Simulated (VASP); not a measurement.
**Bi6TeO6: single point with PBEsol**

Bi6TeO6:

```
O Bi Te
1.0
     4.97205    2.81991    3.28881
    -4.99358    2.83521    3.30832
     0.00248   -5.56383    3.21763
O Bi Te
6 6 1
Direct
  0.30073 0.95333 0.12971
  0.11250 0.29333 0.94992
  0.94107 0.13602 0.28302
  0.72939 0.03007 0.89879
  0.86034 0.71445 0.06116
  0.03707 0.89849 0.71716
  0.13400 0.28946 0.55362
  0.56194 0.15201 0.28429
  0.29422 0.55346 0.13061
  0.82608 0.73299 0.45292
  0.43197 0.86398 0.73520
  0.73835 0.43436 0.85980
  0.00543 0.02045 0.99634
```

The cell was built by a generator and needn't be a form met in nature.

```
Program             : VASP 6.6.1
Task                : single point
Functional          : PBEsol
Potentials or basis : VASP PAW PBE potentials, release 64 (O, Bi_d, Te)
Cutoff              : 520 eV
k mesh              : 3 × 3 × 3, shifted
Occupations         : fermi-dirac, width 0.1 eV
Spin                : no spin polarisation
```

```
Pressure               : 3.1 GPa
Largest force          : 3.979 eV/Å
Band gap on the k mesh : none (metal or under the smearing width)
```

Forces in eV/Å, atoms in the order of the input:
```
O   -0.095  0.306 -0.927
O   -0.515  0.514 -0.639
O    0.053 -0.166 -0.535
O   -2.334 -0.080 -0.777
O    0.523  0.302  0.748
O    0.576  1.318 -0.120
Bi  -0.024  0.960  1.479
Bi  -0.557 -0.466  1.410
Bi   0.104 -0.068  2.007
Bi   0.167 -0.315 -1.402
Bi   0.624  0.471 -0.716
Bi  -1.102  0.253 -0.562
Te   2.580 -3.028  0.033
```

Stress tensor (GPa, compression positive):
```
 0.55  0.42  0.57
 0.42  0.03 -1.07
 0.57 -1.07  8.85
```

Levels at points of the mesh, in eV from the Fermi level:
```tsv
k point	band 62	band 63	band 64	band 65	band 66	band 67	band 68	band 69	band 70	band 71
(0.00, 0.50, 0.50)	-2.29	-1.71	-1.10	-0.71	-0.42	0.33	0.69	0.85	1.02	1.27
```

Run time: 7.2 min on 1 thread of Intel(R) Xeon(R) Platinum 8488C (Sapphire Rapids) (shared host), peak memory 0.47 GiB.

Caveat: the PAW data sets were made with another functional, which shifts forces and pressure a little; spin-orbit coupling is left out, which moves the levels of the heavy elements.
